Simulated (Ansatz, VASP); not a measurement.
# Ti3Al4Ni in VASP and in Ansatz

```
Ti Al Ni
1.0
     4.00188    0.00000    0.00000
     0.00000    4.00188    0.00000
     0.00000    0.00000    7.63180
Ti Al Ni
3 4 1
Direct
  0.00000 0.00000 0.00000
  0.50000 0.50000 0.00000
  0.50000 0.50000 0.50000
  0.00000 0.50000 0.73554
  0.00000 0.50000 0.26446
  0.50000 0.00000 0.73554
  0.50000 0.00000 0.26446
  0.00000 0.00000 0.50000
```

Alike in both runs: functional PBE; k mesh 4 × 4 × 2; occupations gaussian, width 0.1 eV; collinear spin.

Ansatz relaxed the structure, and its values are those at the end. VASP's run is a single point on that final structure, the one shown.

|  | VASP | Ansatz |
| --- | --- | --- |
| version | VASP 6.6.1 | Ansatz 0.2.0 |
| potentials or method | VASP PAW PBE potentials, release 64 (Ti_sv, Al, Ni) | scalar-relativistic, plane waves, PAW |
| plane-wave cutoff (eV) | 520 | 420 |
| valence electrons in the cell | 58 | 66 |

VASP gave:

* gap on the k mesh at the Fermi level (eV): none
* pressure (GPa): 0.2
* net moment per atom (μB): 0.17
* size of the moment on the site where the two differ most (μB): 0.53

**Question.** What did Ansatz give for the same quantities?

**Answer.** gap on the k mesh at the Fermi level (eV): none; pressure (GPa): 0.2; net moment per atom (μB): 0.17; size of the moment on the site where the two differ most (μB): 0.51.

Site moments also hang on the region over which each program counts them. A gap of «none» marks a metal or a gap that the smearing closes. The two sets of potentials don't hold the same shells in valence.

Caveats: the k mesh is coarse (spacing up to 0.41 Å⁻¹), so the values aren't converged.
